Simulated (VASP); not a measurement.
Level of theory: LDA (Ceperley-Alder, Perdew-Zunger), VASP's LDA PAW potentials (set 64) (plane waves; VASP 6.6.1).

Input for VASP

**KPOINTS**
```
Automatic
0
Gamma
  7 7 7
0 0 0
```

**POSCAR**
```
CdTe
1.0
  0.0000000000   3.2046616125   3.2046616125
  3.2046616125   0.0000000000   3.2046616125
  3.2046616125   3.2046616125   0.0000000000
Cd Te
1 1
Cartesian
  0.0000000000   0.0000000000   0.0000000000
  1.6023308062   1.6023308062   1.6023308062
```

**INCAR**
```
NSW = 60   ! most ionic steps
LASPH = .TRUE.
ISIF = 3   ! ions, shape and volume
EDIFF = 1E-6   ! SCF stop (eV)
SIGMA = 0.05
LMAXMIX = 4   ! l cut-off of mixed one-centre charges
SYSTEM = CdTe
PREC = Accurate
IBRION = 2   ! conjugate gradients
LREAL = .FALSE.   ! projection in real space or not
ENCUT = 400
EDIFFG = -0.01
ALGO = Normal   ! blocked Davidson
LCHARG = .FALSE.
ISMEAR = 0   ! Gaussian
NELM = 100
LWAVE = .FALSE.
```

POTCAR, in this order: Cd Te (LDA.64 set). Program: vasp_std.

The run wrote:

**OSZICAR**
```
       N       E                     dE             d eps       ncg     rms          rms(c)
DAV:   1     0.882144646218E+02    0.88214E+02   -0.73641E+03   544   0.975E+02
DAV:   2    -0.262384141266E+01   -0.90838E+02   -0.87564E+02   595   0.258E+02
DAV:   3    -0.625328407412E+01   -0.36294E+01   -0.36200E+01   605   0.531E+01
DAV:   4    -0.629078896329E+01   -0.37505E-01   -0.37501E-01   765   0.477E+00
DAV:   5    -0.629087815600E+01   -0.89193E-04   -0.89193E-04   600   0.218E-01    0.631E+00
DAV:   6    -0.607211177534E+01    0.21877E+00   -0.45818E-01   575   0.956E+00    0.502E+00
DAV:   7    -0.604961754294E+01    0.22494E-01   -0.10816E-01   595   0.252E+00    0.181E+00
DAV:   8    -0.604760122708E+01    0.20163E-02   -0.10718E-02   555   0.150E+00    0.502E-01
DAV:   9    -0.604731521467E+01    0.28601E-03   -0.82268E-04   595   0.350E-01    0.137E-01
DAV:  10    -0.604730241840E+01    0.12796E-04   -0.99580E-05   573   0.979E-02    0.568E-02
DAV:  11    -0.604730589928E+01   -0.34809E-05   -0.22041E-05   607   0.496E-02    0.282E-02
DAV:  12    -0.604730512638E+01    0.77290E-06   -0.18773E-06   486   0.139E-02
   1 F= -.60473051E+01 E0= -.60473051E+01  d E =-.604731E+01
       N       E                     dE             d eps       ncg     rms          rms(c)
DAV:   1    -0.604780830655E+01   -0.50241E-03   -0.99957E-03   590   0.135E+00    0.168E-01
DAV:   2    -0.604736396369E+01    0.44434E-03   -0.12490E-03   585   0.575E-01    0.540E-02
DAV:   3    -0.604732173448E+01    0.42229E-04   -0.10658E-04   565   0.112E-01    0.454E-02
DAV:   4    -0.604731482235E+01    0.69121E-05   -0.11254E-05   570   0.281E-02    0.861E-03
DAV:   5    -0.604731435963E+01    0.46272E-06   -0.11525E-06   275   0.156E-02
   2 F= -.60473144E+01 E0= -.60473144E+01  d E =-.923326E-05
```

**OUTCAR**
```
------------------------ aborting loop because EDIFF is reached ----------------------------------------
  FORCE on cell =-STRESS in cart. coord.  units (eV):
  Direction    XX          YY          ZZ          XY          YZ          ZX
  --------------------------------------------------------------------------------------
  Total        0.0109877      0.0109877      0.0109877      0.0000000      0.0000000      0.0000000
  in kB        0.2678981      0.2678981      0.2678981      0.0000000      0.0000000      0.0000000
  external PRESSURE =       0.2678981 kB  Pullay stress =       0.0000000 kB
  volume of cell :       65.71
      direct lattice vectors                 reciprocal lattice vectors
    -0.000000000  3.202867077  3.202867077    -0.156110131  0.156110131  0.156110131
     3.202867077 -0.000000000  3.202867077     0.156110131 -0.156110131  0.156110131
     3.202867077  3.202867077 -0.000000000     0.156110131  0.156110131 -0.156110131
  FREE ENERGIE OF THE ION-ELECTRON SYSTEM (eV)
  ---------------------------------------------------
  free  energy   TOTEN  =        -6.0473143596 eV

  energy  without entropy=       -6.0473143596  energy(sigma->0) =       -6.04731436

 reached required accuracy - stopping structural energy minimisation
```
(Selected blocks of OUTCAR.)

### CONTCAR
```
CdTe
   1.00000000000000
    -0.0000000000000000    3.2028670773493260    3.2028670773493260
     3.2028670773493260   -0.0000000000000000    3.2028670773493260
     3.2028670773493260    3.2028670773493260   -0.0000000000000000
  Cd              Te
     1     1
Direct
     1.0000000000000000    1.0000000000000000    1.0000000000000000
     0.2500000000000000    0.2500000000000000    0.2500000000000000
```

The compound is CdTe in the zinc blende structure. This run relaxes it. Symmetry was kept, so distortions that lower it aren't found. The start is the result of an earlier pass.
